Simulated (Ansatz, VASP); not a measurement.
## One calculation of ZrGaC5, two programs

```
Zr Ga C
1.0
     3.15349    0.00000    0.00000
     0.00000    3.15349    0.00000
     0.00000    0.00000    7.05490
Zr Ga C
1 1 5
Direct
  0.00000 0.00000 0.00000
  0.00000 0.00000 0.50000
  0.50000 0.50000 0.00000
  0.50000 0.00000 0.27472
  0.00000 0.50000 0.27472
  0.50000 0.00000 0.72528
  0.00000 0.50000 0.72528
```

Change from the starting cell: species swapped into the YbIn5Rh type (P4/mmm, No. 123).

Alike in both runs: functional PBE; k mesh 4 × 4 × 4; occupations gaussian, width 0.1 eV; no spin polarisation.

Ansatz relaxed the structure, and its values are those at the end. VASP's run is a single point on that final structure, the one shown.

```csv
,VASP,Ansatz
version,VASP 6.6.1,Ansatz 0.2.0
potentials or method,"VASP PAW PBE potentials, release 64 (Zr_sv, Ga_d, C)","scalar-relativistic, plane waves, PAW"
plane-wave cutoff (eV),520,420
valence electrons in the cell,45,45
```

Ansatz gave:

| Property | Result |
| --- | --- |
| gap on the k mesh at the Fermi level (eV) | none |
| pressure (GPa) | 0.0 |
| rms of the force components (eV/Å) | 0.000 |

Task: Which values does VASP return?

Result: gap on the k mesh at the Fermi level (eV): none; pressure (GPa): 0.3; rms of the force components (eV/Å): 0.004.

A gap of «none» marks a metal or a gap that the smearing closes.

Caveats: the k mesh is coarse (spacing up to 0.50 Å⁻¹), so the values aren't converged.
